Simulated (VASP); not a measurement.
Consider the following.

```
CdHgSe2
1.0
    4.35845     0.00000     0.00000
    0.00000     4.35845     0.00000
    0.00000     0.00000     6.14605
Cd Hg Se
1 1 2
Cartesian
  2.17923   2.17923   3.07303
  0.00000   0.00000   0.00000
  0.00000   2.17923   1.55487
  2.17923   0.00000   4.59118
```

Method: r2SCAN meta-GGA, VASP's PBE PAW potentials (set 64) (plane waves; VASP). Numerical set-up: 400 eV cut-off, 6×6×4 Γ-centred mesh, tetrahedra with Blöchl corrections, potentials Cd Hg Se.

The cores are frozen, which limits the accuracy of field gradients.

Problem. Give the principal components of the electric field gradient (V/Å²) and the asymmetry η at each nucleus.

Solution. 
| atom | Vxx | Vyy | Vzz | η |
|---|---|---|---|---|
| Cd1 | -2.4 | -2.4 | 4.7 | 0.00 |
| Hg2 | 3.2 | 3.2 | -6.5 | 0.00 |
| Se3 | 52.1 | 1.3 | -53.4 | 0.95 |
| Se4 | 52.1 | 1.3 | -53.4 | 0.95 |

The structure comes from a computed database's CdHgSe2 entry (P-4m2); how it stands against other phases isn't given here. It was relaxed first.
